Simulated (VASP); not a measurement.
OSZICAR of a VASP run on SrO (rock salt):

OSZICAR:
```
       N       E                     dE             d eps       ncg     rms          rms(c)
DAV:   1     0.748562999644E+02    0.74856E+02   -0.86696E+03  1128   0.130E+03
DAV:   2    -0.108562018464E+02   -0.85713E+02   -0.79031E+02  1556   0.248E+02
DAV:   3    -0.141428470235E+02   -0.32866E+01   -0.32660E+01  1468   0.482E+01
DAV:   4    -0.142486144991E+02   -0.10577E+00   -0.10574E+00  1604   0.721E+00
DAV:   5    -0.142491733760E+02   -0.55888E-03   -0.55886E-03  1448   0.589E-01    0.165E+01
DAV:   6    -0.121655509169E+02    0.20836E+01   -0.10524E+01  1308   0.243E+01    0.197E+01
DAV:   7    -0.120542734887E+02    0.11128E+00   -0.60170E-01  1400   0.685E+00    0.113E+01
DAV:   8    -0.120466507457E+02    0.76227E-02   -0.13706E-01  1196   0.413E+00    0.816E-01
DAV:   9    -0.120472305063E+02   -0.57976E-03   -0.13343E-02  1560   0.978E-01    0.214E-01
DAV:  10    -0.120478961460E+02   -0.66564E-03   -0.11531E-03  1168   0.346E-01    0.524E-02
DAV:  11    -0.120480151617E+02   -0.11902E-03   -0.19489E-04  1360   0.121E-01    0.446E-02
DAV:  12    -0.120480292337E+02   -0.14072E-04   -0.26051E-05  1240   0.513E-02    0.242E-02
DAV:  13    -0.120480282841E+02    0.94952E-06   -0.38735E-06  1404   0.226E-02    0.244E-03
DAV:  14    -0.120480281101E+02    0.17399E-06   -0.42613E-07  1404   0.610E-03    0.153E-03
DAV:  15    -0.120480280217E+02    0.88440E-07   -0.29594E-08   848   0.163E-03
   1 F= -.12534212E+02 E0= -.12534212E+02  d E =0.000000E+00
```

Q: Which electronic solver shows in the log?

A: It is blocked Davidson (ALGO = Normal, or the opening steps of other solvers). The INCAR had ALGO = Normal.

Q: Can the final energy be trusted as converged?

A: The calculation finished and met its thresholds. It stopped with EDIFF = 1E-7, NELM = 100 (PBE GGA with D3 dispersion (Becke-Johnson damping), plane waves, VASP's PBE PAW potentials (set 64)).

The compound is SrO in the rock salt structure. The cell was not relaxed at this level.
